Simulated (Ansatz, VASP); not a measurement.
**Cross-check of VSi2N4 (VSi2N4 monolayer) between VASP and Ansatz**

One calculation is typed for both programs; each brings its own data sets. How far apart do they land? The structure shown is the end of the Ansatz relaxation below.

Method: plane waves, with VASP 6.6.1 beside it; single point at r2SCAN with D4, in Ansatz 0.2.0.

## Step 1: Starting point

The cell holds 7 atoms: 4 N, 2 Si and 1 V. Cell: a = 2.862 Å, b = 2.862 Å, c = 44.631 Å, α = 90.0°, β = 90.0°, γ = 120.0°. Vacuum lies along c.

Structure file:

```xyz
7
Lattice="2.8620 0.0000 0.0000 -1.4310 2.4785 0.0000 0.0000 0.0000 44.6308" Properties=species:S:1:pos:R:3
N     0.0000    0.0000   18.8939
N     0.0000    1.6524   21.1551
N     0.0000    1.6524   23.4757
N     0.0000    0.0000   25.7369
Si    0.0000    1.6524   19.4117
Si    0.0000    1.6524   25.2191
V     0.0000    0.0000   22.3154
```

## Step 2: Ansatz: relaxation, r2SCAN with D4

Ansatz runs on its default PAW (the set named soft_2) files.

This run makes the geometry at which the two programs are then compared.

input.yaml reads:

```yaml
crystal:
  lattice:
    - [2.92, 0.0, 0.0]
    - [-1.46, 2.5287941791, 0.0]
    - [0.0, 0.0, 44.6308141166]
  atoms:
    - { symbol: "N", position: [0.0, 0.0, 0.423474238] }
    - { symbol: Si, position: [0.3333333333, 0.6666666667, 0.4339923585] }
    - { symbol: "N", position: [0.3333333333, 0.6666666667, 0.4732029361] }
    - { symbol: V, position: [0.0, 0.0, 0.5], spin: 1.0 }
    - { symbol: "N", position: [0.3333333333, 0.6666666667, 0.5267970639] }
    - { symbol: Si, position: [0.3333333333, 0.6666666667, 0.5660076415] }
    - { symbol: "N", position: [0.0, 0.0, 0.576525762] }
  periodic: [true, true, false]
magnetization:
  spin_polarized: true
kpoints:
  mp_grid: { grid: [12, 12, 1] }
hamiltonian:
  xc: r2scan
  dispersion: d4
scf:
  occupations: { method: fermi_dirac, width: 0.05 }
  convergence: { dr2_threshold: 1.0e-09 }
relax:
  f_tol: 0.004
  max_steps: 90
  cell: {}
output:
  write_potential: true
  write_density: true
  volumetric_format: npy
```

Command:

```sh
> ansatz run input.yaml --threads 4 --pin off --max-ram 6144MiB --backend cpu --events-out ev --progress --plain --runs-dir out
```

Numbers of over 12 decimals in the logs are rounded to 6 here.

The log of the run:

```text
Warning: relax.cell: scf.convergence.dr2_threshold = 1e-9 eV is looser than the 2.47108561653e-10 eV advised for a relaxation that steers and ends on the stress (1e-10 eV for each atom of the cell: 7, times the square of relax.cell.stress_2d_tol = 0.05 N/m over 16.8 Å (the atoms' height at the walk's start and 5 Å past either face), 2.971e-2 GPa, over a crystal's default 0.05). What an SCF threshold leaves in a stress goes as its square root, and in the free energy as the threshold itself, and one threshold admits the most on a small cell: [figures from the program's tests cut] Set scf.convergence.dr2_threshold to 2.47108561653e-10 eV or tighter. [rest of the remark cut]
Engine: ansatz 0.2.0, aarch64-unknown-linux-gnu
Pseudopotentials: kind: paw
Pseudopotential: N, paw, valence charge 5, recommended cutoff 500 eV (meta_gga), N.paw.azcp
Pseudopotential: Si, paw, valence charge 4, recommended cutoff 500 eV (meta_gga), Si.paw.azcp
Pseudopotential: V, paw, valence charge 13, recommended cutoff 500 eV (meta_gga), V.paw.azcp
Functional definition: r2SCAN
  parameter k0 = 0.174
  parameter k1 = 0.065
  parameter a1 = 4.9479
  exchange = r2scan_x(k0 = k0, k1 = k1, a1 = a1)
  correlation = r2scan_c
Crystal: 7 atoms, lattice volume = 329.557 Å³
Basis set: ecut = 500 eV, 8419 PW (Γ), exchange–correlation on 96×96×1440 points (64 copies of the dense FFT grid, shifted against one another)
Bands: 28, of which v1, the nominal top of the filled ones, is band 21 counted from 1 (20 counted from 0)
Symmetry: 12 space group operations
Space group: P-6m2 (ITA 187), of the structure as read, at distance tolerance 6.9e-5 Å
Magnetic group: BNS 187.209 (UNI 1439), of the structure as read, at distance tolerance 6.9e-5 Å
k-points: 19 of 144 (time reversal used)
Non-local potential: N, projectors of the file, l = 0: 2, l = 1: 2, l = 2: 1
Non-local potential: Si, projectors of the file, l = 0: 2, l = 1: 2, l = 2: 2
Non-local potential: V, projectors of the file, l = 0: 3, l = 1: 2, l = 2: 3, l = 3: 1
PAW form: soft (Blöchl's): semilocal exchange-correlation on the pseudo side does not see the compensation charge
PAW frozen core: N, regenerated for the run's functional (the file was generated under x = pbe(κ = 0.804, μ = 0.219515), c = pbe(β = 0.066725))
PAW frozen core: Si, regenerated for the run's functional (the file was generated under x = pbe(κ = 0.804, μ = 0.219515), c = pbe(β = 0.066725))
PAW frozen core: V, regenerated for the run's functional (the file was generated under x = pbe(κ = 0.804, μ = 0.219515), c = pbe(β = 0.066725))
PAW one-centre angular grid: N, 302 points (default); XC on 160 Gauss nodes
PAW one-centre angular grid: Si, 302 points (default); XC on 160 Gauss nodes
PAW one-centre angular grid: V, 590 points (default); XC on 160 Gauss nodes
Initial density: superposition of atomic densities (neutral atoms: chi_scale 0, normalization atom)
Starting moments: Σ|m| = 1 μB on 1 of 7 sites
Initial wavefunctions: pseudopotential atomic-orbital guess
Functional: x = r2scan, c = r2scan; τ floored in thin density (d = 2e-4 eV/Å³)
SCF iter   1: F=—  HF=-5750.374858 eV  |F-HF|=—  |Δ(HF+E_count)|=         —  Δρ=4.59e-2 (↑4.59e-2 ↓4.48e-2)  dr2=3.03e1  dr2_τ=7.14e-1  dr2_m=4.84e-2  M=0.946 μB ∫|m|=1.030 μB  β_m=1.00  ethr=3.10e-3  ⟨swp⟩=15.2  Hψ=9352  notcnv=0
Mixer restart at iter 1: flushing history
preconditioner: auto → LDOS  [metal: Δε(μ)=0.075 eV  Ē_g=13.071 eV  σ=0.050 eV  W_gap=0.33  n_scr=26 (ndim 8)  ℏωp=11.8 eV  f_vac=0.758  D(μ)=0.72/eV (n_scr^D=8)]
spin=Collinear: LDOS preconditioning applied to the charge; magnetization (m = ρ↑ − ρ↓) channel mixes plain (no charge-response kernel on spin).
SCF iter   2: F=—  HF=-5743.217034 eV  |F-HF|=—  |Δ(HF+E_count)|=    7.16e0  Δρ=1.82e-2 (↑1.62e-2 ↓1.82e-2)  dr2=4.11e0  dr2_τ=9.38e-2  dr2_m=1.89e-2  M=0.999 μB ∫|m|=1.145 μB  β_m=1.00  ethr=3.10e-3  ⟨swp⟩=4.7  Hψ=3524  notcnv=0  defer=71  κ⁻¹=1.0e0(r=1)
preconditioner: auto → Resta (q_TF=auto, 1.928 Å⁻¹)  ε∞=1.9  [insulator: Δε(μ)=0.502 eV  Ē_g=12.105 eV  σ=0.050 eV  W_gap=0.98  n_scr=26 (ndim 8)  ℏωp=11.8 eV  f_vac=0.761  D(μ)=0.01/eV (n_scr^D=0)  ε∞_Penn≈1.9  vacuum switching on, ρ_ref=1.1e-2 e/Å³]
spin=Collinear: Resta preconditioning applied to the charge; magnetization (m = ρ↑ − ρ↓) channel mixes plain (no charge-response kernel on spin).
[...]
SCF iter   6: F=—  HF=-5742.992493 eV  |F-HF|=—  |Δ(HF+E_count)|=   6.25e-7  Δρ=2.22e-6 (↑2.22e-6 ↓2.20e-6)  dr2=2.27e-8  dr2_τ=1.88e-9  dr2_m=4.50e-10  M=1.000 μB ∫|m|=1.288 μB  β_m=1.00  ethr=1.26e-10  ⟨swp⟩=3.1  Hψ=2432  notcnv=0  κ⁻¹=6.2e-5(r=5)
SCF iter   7: F=—  HF=-5742.992493 eV  |F-HF|=—  |Δ(HF+E_count)|=   2.42e-7  Δρ=1.25e-6 (↑1.25e-6 ↓1.20e-6)  dr2=1.25e-8  dr2_τ=4.40e-10  dr2_m=2.58e-11  M=1.000 μB ∫|m|=1.288 μB  β_m=1.00  ethr=5.53e-11  ⟨swp⟩=2.9  Hψ=2171  notcnv=0  κ⁻¹=6.1e-5(r=6)
SCF iter   8: F=—  HF=-5742.992493 eV  |F-HF|=—  |Δ(HF+E_count)|=   1.19e-7  Δρ=6.15e-7 (↑6.15e-7 ↓6.11e-7)  dr2=1.88e-9  dr2_τ=1.19e-10  dr2_m=4.35e-12  M=1.000 μB ∫|m|=1.289 μB  β_m=1.00  ethr=3.05e-11  ⟨swp⟩=3.3  Hψ=2320  notcnv=0  κ⁻¹=3.9e-5(r=7)
SCF iter   9: F=—  HF=-5742.992493 eV  |F-HF|=—  |Δ(HF+E_count)|=   3.01e-8  Δρ=3.17e-7 (↑3.17e-7 ↓2.16e-7)  dr2=5.12e-10  dr2_τ=1.24e-11  dr2_m=3.78e-11  M=1.000 μB ∫|m|=1.289 μB  β_m=1.00  ethr=4.59e-12  ⟨swp⟩=4.0  Hψ=2600  notcnv=0  κ⁻¹=1.4e-5(r=8)
SCF iter  10: F=-5742.992493 eV  HF=-5742.992493 eV  |F-HF|=9.57e-10  |Δ(HF+E_count)|=  5.35e-10  Δρ=2.05e-7 (↑1.95e-7 ↓2.05e-7)  dr2=7.80e-10  dr2_τ=4.63e-12  dr2_m=1.34e-12  M=1.000 μB ∫|m|=1.289 μB  ethr=1.25e-12  ⟨swp⟩=12.7  Hψ=8473  notcnv=0
SCF 7 converged in 10 iterations: F = -5742.992493 eV  dr2 = 7.80e-10
relax step   7: F+E_penalty+E_count = -5742.99249322 eV  Δ(F+E_penalty+E_count) = +1.106e-3 eV  max|allowed force component| = 2.764e-4 eV/Å  Δτ_max = 0.0000 Å  P = +0.003 N/m  Ω = 316.587 Å³  fix = [c, alpha, beta]  reactions: c +0.000 N/m  stress off target by 2.75e-3 N/m on what of the cell is left free  SCF on the basis re-selected at this cell (its energy is not comparable with the rows above)  (10 SCF iters)
basis re-selected at this cell: Δ(F+E_penalty+E_count) = +1.106e-3 eV, ΔP = +0.004 N/m vs the last step (what re-selecting the basis moved, of the pressure what is left beyond the Pulay correction that the steps carried, after the strain that the cell walked since its last selection, with what the two solves' SCF thresholds leave and, on support functions, any second-order correction that the steps lacked; it is no m [...]
WARN: The output density's exchange-correlation potential varies sharply where the density is thin. Do not read a vacuum level from v_tot or v_xc, or from such a field of the output density. On a cell that repeats whose density bears no net charge and no dipole along the vacuum's axis use v_es (v_loc + v_h of the components); under efield.dipole_correction with no amplitude use v_es + v_field, which holds any externa [...]
SCF converged after 10 iterations
Stability not checked: this state was not tested for a lower state beside it, because the mixer in use, unlike msr1, does not test its closes by its own steps (another_mixer; see scf.mixing.algorithm and scf.lower_state_search)
Magnetization: 0.9999 μB (21.0000 up, 20.0000 down)
Absolute magnetization: 1.2889 μB (∫|ρ↑−ρ↓|, with the PAW one-centre terms)
Spin contamination: 0.0248 ħ² per cell (⟨S²⟩ above its minimum at these occupations)
Per-site moments (μB) at R_I (Å): [(0.00059628, 0.714276), (0.00301866, 0.714276), (-0.058363, 0.719180), (0.808631, 0.832851), (-0.058363, 0.719180), (0.00301866, 0.714276), (0.00059628, 0.714276)]
Free energy (F): -5742.992493 eV
Harris-Foulkes:  -5742.992493 eV  (|F-HF|=9.57e-10)
Internal energy: -5742.992444 eV  (E = F + TS)
E sigma→0 (E₀):  -5742.992469 eV
Entropy (-TS):   -0.000049 eV (-0.007 meV/atom)
Fermi energy:    -5.472988 eV
--- Per-component energies (eV) ---
  E_band       = -862.457656
  E_kinetic    = 965.168909
  E_local      = -186052.314606  (includes V_loc(G=0)·N_el)
  E_nonlocal   = 178.617567
  E_hartree    = 92464.568933
  E_xc         = -475.645749
  E_vxc        = -633.433122  (∫ρ·V_xc dr)
  E_paw        = -2675.272214  (= ΣΔE_a)
  E_vpaw       = -286.647232  (= ΣTr[D̂ρ^β])
  E_aug_tail   = 0.000255  (compensation charges beyond the density's cutoff)
  E_vtau       = 37.015603  (kinetic-family band-sum trace: ∫τ·v_τ [+ j·A + Jᵃ·Aᵃ] dr)
  E_ewald      = 89853.094297
  E_disp       = -0.672930  (pairwise vdW)
  E_core_change = -0.536905  (= ΣΔE_core)
  E_smearing   = -0.000049  (= −TS)
  E_closure    = 0.000000  (closes the sum)
  Σ components = -5742.992493   (vs F -5742.992493, Δ=0.00e0)
--- Forces (eV/Å), atoms counted from 1 ---
  atom   1  N     -0.00000000    -0.00000000    -0.00024342
  atom   2  Si     0.00000000     0.00000000    -0.00027639
  atom   3  N     -0.00000000    -0.00000000     0.00018948
  atom   4  V     -0.00000000    -0.00000000     0.00000000
  atom   5  N     -0.00000000    -0.00000000    -0.00018948
  atom   6  Si     0.00000000     0.00000000     0.00027639
  atom   7  N     -0.00000000    -0.00000000     0.00024342
  max |Σ_I F_I| component: 5.18e-16 eV/Å
--- 2D stress c σ (N/m, compression-positive) ---
        0.002746       0.000000       0.000000
        0.000000       0.002746       0.000000
        0.000000       0.000000       0.000000
  P = ½ c Tr σ = 0.0027 N/m
--- Band table (eV; the first three rows and the last of 38) ---
  k-point 0 ↑: bands = [... 17 lower, -7.6086, -7.5708, -7.5708, -5.7551, -2.8541, -2.8541, -2.8366, -2.8366, ... 3 higher]
  k-point 1 ↑: bands = [... 17 lower, -7.8596, -7.7041, -7.4045, -5.8348, -3.0172, -2.9357, -2.9182, -2.6944, ... 3 higher]
  k-point 2 ↑: bands = [... 17 lower, -8.2121, -8.0333, -7.4741, -6.1347, -3.2677, -3.1579, -2.9154, -2.3540, ... 3 higher]
  k-point 18 ↓: bands = [... 17 lower, -9.4551, -7.7741, -7.1240, -4.8027, -2.8738, -2.2011, -1.8278, -1.3055, ... 3 higher]
  the weakly bound empty levels are not read free of the cell's end (no_gap_told)
--- Relaxed structure (6 steps of the walk, 5 accepted, 1 SCFs on fresh bases) ---
  F+E_penalty+E_count = -5742.99249322 eV   max|allowed force component| = 2.764e-4 eV/Å   (the final SCF, on the basis selected at the relaxed cell)
  cell:  # Å, volume = 316.5867 Å³
    - [2.861960, 0.0, 0.0]
    - [-1.430980, 2.478530, 0.0]
    - [0.0, 0.0, 44.6308141166]
  atoms:
    - { symbol: N, position: [1.0573552618554996e-17, -5.135725556199062e-17, 0.423338] }
    - { symbol: Si, position: [0.333333, 0.666667, 0.434939] }
    - { symbol: N, position: [0.333333, 0.666667, 0.474003] }
    - { symbol: V, position: [1.0573552618554987e-17, -5.135725556199064e-17, 0.500000] }
    - { symbol: N, position: [0.333333, 0.666667, 0.525997] }
    - { symbol: Si, position: [0.333333, 0.666667, 0.565061] }
    - { symbol: N, position: [1.0573552618554996e-17, -5.135725556199062e-17, 0.576662] }
```

(Continued in part 2 of 2.)

[Lines on the potential files, build, host, timing and source positions are cut from VASP's logs without a mark.]

[Logs are printed without paths, hosts, clocks, repeated set-up lines and the standing remarks that a program may print on its own settings, such as how far it seeks lower states.]

[Hosts, paths, dates, database ids (printed as entryN), source tags and the programs' standing remarks are cut or masked in the printed files.]
